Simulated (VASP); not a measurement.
Write the native input for VASP 6.6.1 that does the following.

```
Task                   : relaxation of cell and atoms
Functional             : LDA
Potentials or basis    : VASP PAW LDA potentials, release 64 (Si, C)
Cutoff                 : 600 eV
k mesh                 : 10 × 10 × 10
Occupations            : gaussian, width 0.02 eV
Spin                   : no spin polarisation
Further INCAR settings : ALGO = Fast; EDIFF = 1e-06; IBRION = 2; EDIFFG = -0.005; NSW = 40; ISIF = 3
```

The structure of SiC lies in POSCAR:

```
SiC
1.0
    0.0000000000      2.1800000000      2.1800000000
    2.1800000000      0.0000000000      2.1800000000
    2.1800000000      2.1800000000      0.0000000000
Si C
1 1
Direct
    0.0000000000      0.0000000000      0.0000000000
    0.2500000000      0.2500000000      0.2500000000
```

The cell was built by a generator and needn't be a form met in nature.

The input as run:

INCAR

```
PREC = Accurate
ENCUT = 600
EDIFF = 1E-6
ISMEAR = 0
SIGMA = 0.02
LREAL = F
LASPH = T
NELM = 120
ALGO = Fast
ISIF = 3
LWAVE = F
LCHARG = F
GGA = CA
IBRION = 2
NSW = 40
EDIFFG = -0.005
```

KPOINTS

```
regular mesh
0
Gamma
  10 10 10
```

Potentials or basis: VASP PAW LDA potentials, release 64 (Si, C).

Command:

```bash
$ cat potpaw_LDA.64/Si/POTCAR potpaw_LDA.64/C/POTCAR > POTCAR
$ mpirun -np 1 vasp_std > vasp.out
```

It gave:

* Relaxed volume: 10.15 Å³/atom
* Relaxed cell: a = 3.062 Å, b = 3.062 Å, c = 3.062 Å, α = 60.00°, β = 60.00°, γ = 60.00°
* Space group after relaxing (to 0.05 Å): F-43m (No. 216)
* Energy gained by relaxing: 3.0 meV/atom
* Ionic steps: 3
* Pressure after relaxing: 0.0 GPa
* Band gap on the k mesh: 1.29 eV, indirect (least direct gap 4.52 eV)

Wall time 11 s on 1 thread of Intel(R) Xeon(R) 6975P-C (Granite Rapids), on a shared host, peak memory 0.14 GiB.
